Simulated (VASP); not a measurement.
A run of VASP 6.6.1:

Contents of POSCAR:

```
TlAgS2
1.0
    4.1384416178      0.0000000000      0.0000000000
    0.0000000000      4.1384416178      0.0000000000
    0.0000000000      0.0000000000      6.0023381934
Ag S Tl
1 2 1
Direct
    0.0000000000      0.0000000000      0.0000000000
    0.0000000000      0.5000000000      0.2445828520
    0.5000000000      0.0000000000      0.7554171480
    0.5000000000      0.5000000000      0.5000000000
```

File INCAR.step1:

```
PREC     = Accurate       # precision mode
ENCUT    = 520            # plane-wave cutoff, eV
EDIFF    = 1E-5           # SCF threshold, eV
ISMEAR   = -1             # smearing method
SIGMA    = 0.02           # smearing width, eV
LREAL    = False          # projectors in reciprocal space
LASPH    = True           # aspherical terms in the spheres
NELM     = 80             # most SCF steps
ALGO     = Normal         # electronic algorithm
ISIF     = 2              # what is computed and relaxed
LWAVE    = True           # write WAVECAR
GGA      = PE             # functional
NBANDS   = 26             # bands
```

Contents of INCAR.step2:

```
PREC     = Accurate       # precision mode
ENCUT    = 520            # plane-wave cutoff, eV
EDIFF    = 1E-6           # SCF threshold, eV
ISMEAR   = -1             # smearing method
SIGMA    = 0.02           # smearing width, eV
LREAL    = False          # projectors in reciprocal space
LASPH    = True           # aspherical terms in the spheres
NELM     = 80             # most SCF steps
ALGO     = Normal         # electronic algorithm
ISIF     = 2              # what is computed and relaxed
LWAVE    = False          # write WAVECAR
LCHARG   = True           # write CHGCAR
GGA      = PE             # functional
LHFCALC  = True           # exact exchange
HFSCREEN = 0.2079         # screening, 1/A
PRECFOCK = Normal       
LELF     = True           # ELF
LVHAR    = True         
ISTART   = 1            
NBANDS   = 26             # bands
```

File KPOINTS:

```
regular mesh
0
Gamma
  4 4 2
```

Potentials or basis: VASP PAW PBE potentials, release 64 (Ag, S, Tl_d).

Run with:

```sh
$ cat potpaw_PBE.64/Ag/POTCAR potpaw_PBE.64/S/POTCAR potpaw_PBE.64/Tl_d/POTCAR > POTCAR
$ cp INCAR.step1 INCAR
$ mpirun -np 1 vasp_std > vasp.out
$ cp INCAR.step2 INCAR
$ mpirun -np 1 vasp_std > vasp.out
```

Hardware: 1 thread of Intel(R) Xeon(R) Platinum 8488C (Sapphire Rapids), with other jobs on the host.

Estimate the wall time of this run.

It took 19 min on 1 thread of Intel(R) Xeon(R) Platinum 8488C (Sapphire Rapids), on a shared host, peak memory 0.36 GiB. Counts: scf iterations 9, k points 12.
